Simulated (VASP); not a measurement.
VASP ran on this input.

**INCAR**
```
ALGO=Normal
EDIFF=1E-6
EDIFFG=-0.01
ENCUT=480
GGA=PE
IBRION=2
ISIF=3
ISMEAR=1
LASPH=T
LCHARG=F
LMAXMIX=4
LREAL=F
LWAVE=F
NELM=100
NSW=60
PREC=Accurate
SIGMA=0.1
SYSTEM=TiCo
```

POSCAR:
```
TiCo
1.0
  2.9900000000   0.0000000000   0.0000000000
  0.0000000000   2.9900000000   0.0000000000
  0.0000000000   0.0000000000   2.9900000000
Ti Co
1 1
Direct
  0.0000000000   0.0000000000   0.0000000000
  0.5000000000   0.5000000000   0.5000000000
```

**KPOINTS**
```
Regular mesh
0
gamma
 11 11 11
```

POTCAR, in this order: Ti_sv Co (PBE.64 set). Program: vasp_std.

Q: Translate this PBE calculation to Ansatz.

A: One equivalent input (not run):
Ansatz 0.2 input:
```yaml
crystal:
  lattice:
    - [2.9900000, 0.0000000, 0.0000000]
    - [0.0000000, 2.9900000, 0.0000000]
    - [0.0000000, 0.0000000, 2.9900000]
  atoms:
    - { symbol: Ti, position: [0.0000000, 0.0000000, 0.0000000] }
    - { symbol: Co, position: [0.5000000, 0.5000000, 0.5000000] }
kpoints:
  mp_grid: { grid: [11, 11, 11] }
hamiltonian:
  xc: pbe
  pseudopotentials: { kind: paw }
scf:
  occupations: { method: methfessel_paxton, width: 0.1 }
  max_iter: 100
relax:
  max_steps: 60
  f_tol: 0.01
  cell: {}
output: { forces: true, stress: true, eigenvalues: true }
```
The two are equivalent in intent, not identical: each code has its own PAW files, so the cut-off isn't converted (ENCUT is set for VASP's; basis.ecutwfc is left out, and Ansatz then takes the one that its files recommend); Ansatz stops its SCF on the density residual and VASP on the energy change (EDIFF).

The compound is TiCo in the CsCl type structure. This run relaxes it. Symmetry was kept, so distortions that lower it aren't found.
